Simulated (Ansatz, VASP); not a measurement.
# Te2Mo in two plane-wave programs

One calculation is typed for both programs; each brings its own data sets. How far apart do they land? The cell is taken from a series of runs on this material, whose earlier steps may have relaxed, scaled, displaced or heated it; both programs get it as it stands.

Calculated with Ansatz 0.2.0; plane waves, with VASP 6.6.1 beside it; zone-centre phonons at LDA.

## (1) The starting structure

It takes space group P6_3/mmc (No. 194, hexagonal). The conventional cell has a = 3.475 Å, b = 3.475 Å, c = 14.004 Å, α = 90.00°, β = 90.00°, γ = 120.00°. Nearest to Te lie 3 Mo at 2.70 Å. Nearest to Mo lie 6 Te at 2.70 Å. Farther neighbours and most contacts between anions are not listed.

## (2) Ansatz: zone-centre phonons, LDA

Ansatz runs on its PAW soft_1 files.

Second derivatives magnify differences that forces hide, and they need a tight electronic threshold.

The input, input.yaml:

```yaml
crystal:
  lattice:
    - [3.4746045667, 0.0, 0.0]
    - [-1.7373022833, 3.0090958229, 0.0]
    - [0.0, 0.0, 14.0044139418]
  atoms:
    - { symbol: Te, position: [0.3333333333, 0.6666666667, 0.6213357458] }
    - { symbol: Te, position: [0.6666666667, 0.3333333333, 0.1213357458] }
    - { symbol: Te, position: [0.3333333333, 0.6666666667, 0.8786642542] }
    - { symbol: Te, position: [0.6666666667, 0.3333333333, 0.3786642542] }
    - { symbol: Mo, position: [0.3333333333, 0.6666666667, 0.25] }
    - { symbol: Mo, position: [0.6666666667, 0.3333333333, 0.75] }
kpoints:
  mp_grid: { grid: [6, 6, 1] }
hamiltonian:
  xc: lda
  pseudopotentials: { kind: paw, azcp: { folder: soft_1 }, xc_functional: pbe }
scf:
  occupations: { method: fixed }
output:
  eigenvalues: true
basis:
  ecutwfc: 260.0
phonons:
  method: dfpt
  dielectric: true
  rigid_motions: translations
```

Command:

```
$ ansatz run input.yaml --threads 4 --pin off --max-ram 8192MiB --backend cpu --events-out ev --progress --plain --runs-dir out
```

Numbers of over 12 decimals in the logs are rounded to 6 here.

Output:

```text
Warning: basis.ecutwfc = 260 eV is below the records' recommended 420 eV, and the density's cutoff is lower with it unless basis.ecutrho_ratio is high enough to keep the records' density cutoff: compare with a run at a higher cutoff
Engine: ansatz 0.2.0, x86_64-unknown-linux-gnu
Pseudopotentials: kind: paw
Pseudopotential: Te, paw, valence charge 16, recommended cutoff 420 eV (normal), soft_1/Te.paw.azcp
Pseudopotential: Mo, paw, valence charge 14, recommended cutoff 420 eV (normal), soft_1/Mo.paw.azcp
Functional definition: SPW92
  exchange = slater_x
  correlation = pw_c
Crystal: 6 atoms, lattice volume = 146.422 Å³
Basis set: ecut = 260 eV, 1387 PW (Γ), exchange–correlation on 40×40×160 points (8 copies of the dense FFT grid, shifted against one another)
Bands: 56, of which v1, the nominal top of the filled ones, is band 46 counted from 1 (45 counted from 0)
Symmetry: 24 space group operations
k-points: 13 of 36 (irreducible under 2 space group operations, time reversal used)
Non-local potential: Te, projectors of the file, l = 0: 2, l = 1: 2, l = 2: 2, l = 3: 1
Non-local potential: Mo, projectors of the file, l = 0: 3, l = 1: 2, l = 2: 2, l = 3: 1
PAW form: soft (Blöchl's): semilocal exchange-correlation on the pseudo side does not see the compensation charge
PAW frozen core: Te, regenerated for the run's functional, and the local potential with it (the file was generated under x = pbe(κ = 0.804, μ = 0.219515), c = pbe(β = 0.066725))
PAW frozen core: Mo, regenerated for the run's functional, and the local potential with it (the file was generated under x = pbe(κ = 0.804, μ = 0.219515), c = pbe(β = 0.066725))
PAW one-centre angular grid: Te, 590 points (default); XC on 64 Gauss nodes
PAW one-centre angular grid: Mo, 590 points (default); XC on 64 Gauss nodes
Initial density: superposition of atomic densities (chi_scale 0.1, normalization cell, long waves kept (reshape's long-wave potential 0.01 eV rms))
Initial wavefunctions: pseudopotential atomic-orbital guess
Functional: x = slater, c = lda
SCF iter   1: F=—  HF=-36996.087968 eV  |F-HF|=—  |Δ(HF+E_count)|=         —  Δρ=5.65e-2  dr2=6.58e0  ethr=3.10e-3  ⟨swp⟩=4.8  Hψ=2309  notcnv=0  defer=80
preconditioner: auto → Resta (q_TF=auto, 2.525 Å⁻¹)  ε∞=6.3  [insulator: Δε(μ)=0.803 eV  Ē_g=8.023 eV  n_scr=52 (ndim 8)  ℏωp=18.4 eV  f_vac=0.006  ε∞_Penn≈6.3]
SCF iter   2: F=—  HF=-36994.710960 eV  |F-HF|=—  |Δ(HF+E_count)|=    1.38e0  Δρ=1.98e-2  dr2=2.38e0  ethr=3.10e-3  ⟨swp⟩=2.6  Hψ=1268  notcnv=0  defer=75
SCF iter   3: F=—  HF=-36994.416893 eV  |F-HF|=—  |Δ(HF+E_count)|=   2.94e-1  Δρ=1.30e-2  dr2=3.82e-1  ethr=2.58e-3  ⟨swp⟩=1.9  Hψ=810  notcnv=0  defer=83
SCF iter   4: F=—  HF=-36994.307707 eV  |F-HF|=—  |Δ(HF+E_count)|=   1.09e-1  Δρ=2.35e-3  dr2=1.52e-2  ethr=4.16e-4  ⟨swp⟩=2.1  Hψ=1025  notcnv=0  defer=95
SCF iter   5: F=—  HF=-36994.304844 eV  |F-HF|=—  |Δ(HF+E_count)|=   2.86e-3  Δρ=6.48e-4  dr2=1.11e-3  ethr=1.65e-5  ⟨swp⟩=2.0  Hψ=896  notcnv=0  defer=104
SCF iter   6: F=—  HF=-36994.304710 eV  |F-HF|=—  |Δ(HF+E_count)|=   1.34e-4  Δρ=1.65e-4  dr2=9.38e-5  ethr=1.20e-6  ⟨swp⟩=2.0  Hψ=923  notcnv=0  defer=99
SCF iter   7: F=—  HF=-36994.304715 eV  |F-HF|=—  |Δ(HF+E_count)|=   5.19e-6  Δρ=4.09e-5  dr2=3.34e-6  ethr=1.02e-7  ⟨swp⟩=2.0  Hψ=852  notcnv=0  defer=54
SCF iter   8: F=—  HF=-36994.304703 eV  |F-HF|=—  |Δ(HF+E_count)|=   1.21e-5  Δρ=9.32e-6  dr2=1.70e-7  ethr=3.63e-9  ⟨swp⟩=2.0  Hψ=935  notcnv=0  defer=41
SCF iter   9: F=—  HF=-36994.304703 eV  |F-HF|=—  |Δ(HF+E_count)|=   5.71e-8  Δρ=2.27e-6  dr2=1.06e-8  ethr=1.85e-10  ⟨swp⟩=2.0  Hψ=872  notcnv=0  defer=41
SCF iter  10: F=—  HF=-36994.304703 eV  |F-HF|=—  |Δ(HF+E_count)|=  5.82e-10  Δρ=4.25e-7  dr2=3.01e-10  ethr=1.16e-11  ⟨swp⟩=2.0  Hψ=876  notcnv=0  defer=41
SCF iter  11: F=-36994.304703 eV  HF=-36994.304703 eV  |F-HF|=7.28e-12  |Δ(HF+E_count)|=  1.46e-11  Δρ=9.26e-8  dr2=1.23e-11  ethr=1.00e-12  ⟨swp⟩=13.7  Hψ=4288  notcnv=0
SCF 1 converged in 11 iterations: F = -36994.304703 eV  dr2 = 1.23e-11
  greatest PAW one-centre occupation: 1.003 electrons in one spin orbital (limit 2), on the Te atom at site 3 (counted from 0), in its partial waves of l = 2
NSCF: frozen V_eff on 4 k-points
NSCF: frozen V_eff on 7 k-points
[...]
DFPT response loops at q = (0, 0, 0) (fractional): preconditioner auto → Resta (q_TF=auto, 2.525 Å⁻¹)  ε∞=8.4 (no band partly filled); β = 1.00, the filter's whole step (`scf.mixing.beta` (0.50) is not read by the response loops at its default; to damp them type it under 1.00, their step now; it binds the ground state too); Anderson in place of MSR1; while a model of the screening serves, it and β = 1 on shorter waves in the place of filter and β
[...]
k-points: 112 of 784 (irreducible under 8 space group operations)
Initial density: handed on by an earlier stage of this run
Initial wavefunctions: pseudopotential atomic-orbital guess (no wavefunctions were taken with the density)
Eigensolver: Dense (112 Hₖ)
SCF iter   1: F=—  HF=-36994.529813 eV  |F-HF|=—  |Δ(HF+E_count)|=         —  Δρ=4.89e-3  dr2=2.00e-2  ethr=1.00e-1
preconditioner: auto → Resta (q_TF=auto, 2.525 Å⁻¹)  ε∞=10.7  [insulator: Δε(μ)=0.784 eV  Ē_g=5.900 eV  n_scr=52 (ndim 8)  ℏωp=18.4 eV  f_vac=0.017  ε∞_Penn≈10.7]
SCF iter   2: F=—  HF=-36994.512830 eV  |F-HF|=—  |Δ(HF+E_count)|=   1.70e-2  Δρ=1.89e-3  dr2=3.10e-3  ethr=2.17e-5
SCF iter   3: F=—  HF=-36994.511130 eV  |F-HF|=—  |Δ(HF+E_count)|=   1.70e-3  Δρ=5.98e-4  dr2=7.62e-4  ethr=3.37e-6
SCF iter   4: F=—  HF=-36994.511053 eV  |F-HF|=—  |Δ(HF+E_count)|=   7.74e-5  Δρ=2.26e-4  dr2=1.67e-4  ethr=8.29e-7
SCF iter   5: F=—  HF=-36994.511037 eV  |F-HF|=—  |Δ(HF+E_count)|=   1.58e-5  Δρ=6.54e-5  dr2=1.77e-5  ethr=1.81e-7
SCF iter   6: F=—  HF=-36994.511034 eV  |F-HF|=—  |Δ(HF+E_count)|=   3.17e-6  Δρ=1.32e-5  dr2=9.24e-7  ethr=1.92e-8
SCF iter   7: F=-36994.511034 eV  HF=-36994.511034 eV  |F-HF|=9.58e-9  |Δ(HF+E_count)|=   7.40e-8  Δρ=3.03e-6  dr2=2.88e-8  ethr=1.00e-9
SCF 1 converged in 7 iterations: F = -36994.511034 eV  dr2 = 2.88e-8
  greatest PAW one-centre occupation: 1.001 electrons in one spin orbital (limit 2), on the Te atom at site 2 (counted from 0), in its partial waves of l = 2
DFPT response loops at Γ: preconditioner auto → Resta (q_TF=auto, 2.525 Å⁻¹)  ε∞=8.8 (no band partly filled); β = 1.00, the filter's whole step (`scf.mixing.beta` (0.50) is not read by the response loops at its default; to damp them type it under 1.00, their step now; it binds the ground state too); Broyden in place of MSR1
SCF converged after 11 iterations
Free energy (F): -36994.304703 eV
Harris-Foulkes:  -36994.304703 eV  (|F-HF|=7.28e-12)
Internal energy: -36994.304703 eV  (E = F + TS)
E sigma→0 (E₀):  -36994.304703 eV
Fermi energy:    12.484406 eV
--- Per-component energies (eV) ---
  E_band       = -1144.722180
  E_kinetic    = 1558.386897
  E_local      = -8825.233344  (includes V_loc(G=0)·N_el)
  E_nonlocal   = 591.181758
  E_hartree    = 4159.264801
  E_xc         = -842.676087
  E_vxc        = -854.514303  (∫ρ·V_xc dr)
  E_paw        = -24279.452425  (= ΣΔE_a)
  E_vpaw       = -1933.078502  (= ΣTr[D̂ρ^β])
  E_aug_tail   = 0.005714  (compensation charges beyond the density's cutoff)
  E_ewald      = -9359.442218
  E_core_change = 3.660200  (= ΣΔE_core)
  E_smearing   = -0.000000  (= −TS)
  E_closure    = -0.000000  (closes the sum)
  Σ components = -36994.304703   (vs F -36994.304703, Δ=0.00e0)
--- Band table (eV; the first three rows and the last of 13) ---
  k-point 0: bands = [... 42 lower, 11.5799, 11.5799, 12.1021, 12.4844, 15.5953, 15.5953, 15.7255, 15.7255, ... 6 higher]
  k-point 1: bands = [... 42 lower, 11.3222, 11.4489, 12.0608, 12.2538, 14.3683, 14.6550, 14.6828, 14.9263, ... 6 higher]
  k-point 2: bands = [... 42 lower, 11.1919, 11.4213, 11.7146, 11.8546, 13.6564, 14.1188, 14.2639, 14.3518, ... 6 higher]
  k-point 12: bands = [... 42 lower, 10.7229, 10.9839, 11.9608, 12.1607, 13.5892, 14.1231, 14.2271, 14.3203, ... 6 higher]
--- Phonons (Γ-DFPT): 4 representative perturbations + reference (Σ response iterations 18) ---
  k mesh reduced under 2 symmetry operations, with k and −k counted as one. Each operation leaves every solved perturbation unchanged. A smaller set is not considered because the run solves the response to a homogeneous field
  ASR residual: 1.220e-4 → 0.000e0 eV/Å²; symmetrization residual: 4.097e-5 eV/Å²
  ASR residual per site (eV/Å²): 7.29e-5 7.29e-5 7.29e-5 7.29e-5 1.22e-4 1.22e-4
  Γ frequencies (cm⁻¹): 0.00 0.00 0.00 24.16 24.16 31.90 115.56 115.56 116.72 116.72 169.62 174.98 232.00 232.00 232.70 232.70 283.89 289.19
  ε∞ (high-frequency dielectric tensor):
       19.757918     0.000000     0.000000
        0.000000    19.757918     0.000000
        0.000000     0.000000    10.931644
  ε⁰ (static dielectric tensor: ions relaxed, cell fixed):
       21.677919     0.000000    -0.000000
        0.000000    21.677919    -0.000000
       -0.000000    -0.000000    11.284810
  ε⁰ − ε∞ (ionic part):
        1.920001    -0.000000    -0.000000
       -0.000000     1.920001    -0.000000
       -0.000000    -0.000000     0.353166
  softest optical mode at Γ: 24.16 cm⁻¹; the repairs (sum rule, projections) moved no ω² at Γ by more than (1.56 cm⁻¹)²
  Born effective charges Z* (e; rows j = field, columns β = displacement):
    site 0:
         1.63718    0.00000   -0.00000
         0.00000    1.63718    0.00000
        -0.00000    0.00000    0.85921
    site 1:
         1.63718    0.00000    0.00000
         0.00000    1.63718   -0.00000
         0.00000   -0.00000    0.85921
    site 2:
         1.63718    0.00000    0.00000
         0.00000    1.63718   -0.00000
         0.00000   -0.00000    0.85921
    site 3:
         1.63718    0.00000   -0.00000
         0.00000    1.63718    0.00000
        -0.00000    0.00000    0.85921
    site 4:
        -3.27436   -0.00000    0.00000
        -0.00000   -3.27436    0.00000
         0.00000    0.00000   -1.71843
    site 5:
[...]
Z* charge neutrality: 1.016e-1 e pre-enforcement
  solved inside a basis spanned on kpoints, on 14×14×4 k-points: ε∞ is read to err by 7.4e-2, Z* by 8.7e-2 e (field_mesh: kpoints solves on kpoints); Z* is corrected for what the basis lacks
  optical modes at Γ without the LO–TO term, one row a degenerate level:
      ω (cm⁻¹)  modes    IR ((D/Å)²/amu)
[...]
optical modes at Γ + LO–TO along q̂ = [1.0000, 0.0000, 0.0000]:
      ω (cm⁻¹)  modes    IR ((D/Å)²/amu)
[...]
optical modes at Γ + LO–TO along q̂ = [0.0000, 1.0000, 0.0000]:
      ω (cm⁻¹)  modes    IR ((D/Å)²/amu)
[...]
optical modes at Γ + LO–TO along q̂ = [0.0000, 0.0000, 1.0000]:
      ω (cm⁻¹)  modes    IR ((D/Å)²/amu)
[...]
115.56      2             0.0000
        116.72      2             0.0000
        169.62      1             0.0000
        174.98      1             0.0000
        232.00      2            14.1887
        232.70      2             0.0000
        288.44      1             1.9540
        289.19      1             0.0000
```

In the SCF lines HF is the Harris–Foulkes energy and dr2 the Hartree energy of the density residual, in eV; the loop may stop once dr2 is under the threshold and the program's other checks hold. Hψ counts applications of the Hamiltonian.

(Part 1 of 3 ends here.)

[Lines on the potential files, build, host, timing and source positions are cut from VASP's logs without a mark.]

[Logs are printed without paths, hosts, clocks, repeated set-up lines and the standing remarks that a program may print on its own settings, such as how far it seeks lower states.]

[Hosts, paths, dates, database ids (printed as entryN), source tags and the programs' standing remarks are cut or masked in the printed files.]
